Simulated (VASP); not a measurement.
The input files of a VASP run:

### POSCAR
```
TlI
1
    4.1338023872     0.0000000000    -0.0000000000
    0.0000000000     4.1338023872     0.0000000000
   -0.0000000000     0.0000000000     4.1338023872
Tl I
1 1
Direct
  0.0000000000   0.0000000000   0.0000000000
  0.5000000000   0.5000000000   0.5000000000
```

INCAR:
```
ALGO  =  Normal
EDIFF  =  1E-7
ENCUT  =  400
GGA  =  PS
ISIF  =  2
ISMEAR  =  -5
LASPH  =  .TRUE.
LCHARG  =  .TRUE.
LMAXMIX  =  4
LORBIT  =  11
LREAL  =  .FALSE.
LWAVE  =  .FALSE.
NEDOS  =  601
NELM  =  100
PREC  =  Accurate
SYSTEM  =  TlI
```

File KPOINTS:
```
Automatic mesh
0
Gamma
7 7 7
0 0 0
```

POTCAR, in this order: Tl_d I (PBE.64 set). Program: vasp_std.

Task: Translate this PBEsol calculation to Ansatz.

Result: One equivalent input (not run):
Ansatz 0.2 input:
```yaml
crystal:
  lattice:
    - [4.1338024, 0.0000000, 0.0000000]
    - [0.0000000, 4.1338024, 0.0000000]
    - [0.0000000, 0.0000000, 4.1338024]
  atoms:
    - { symbol: Tl, position: [0.0000000, 0.0000000, 0.0000000] }
    - { symbol: I, position: [0.5000000, 0.5000000, 0.5000000] }
kpoints:
  mp_grid: { grid: [7, 7, 7] }
hamiltonian:
  xc: pbesol
  pseudopotentials: { kind: paw }
scf:
  occupations: { method: tetrahedron }
  max_iter: 100
output: { forces: true, stress: true, eigenvalues: true }
```
The two are equivalent in intent, not identical: each code has its own PAW files, so the cut-off isn't converted (ENCUT is set for VASP's; basis.ecutwfc is left out, and Ansatz then takes the one that its files recommend); Ansatz stops its SCF on the density residual and VASP on the energy change (EDIFF).

The structure comes from a computed database's TlI entry (Pm-3m); how it stands against other phases isn't given here. It was relaxed first, which changed the volume by -7 %.
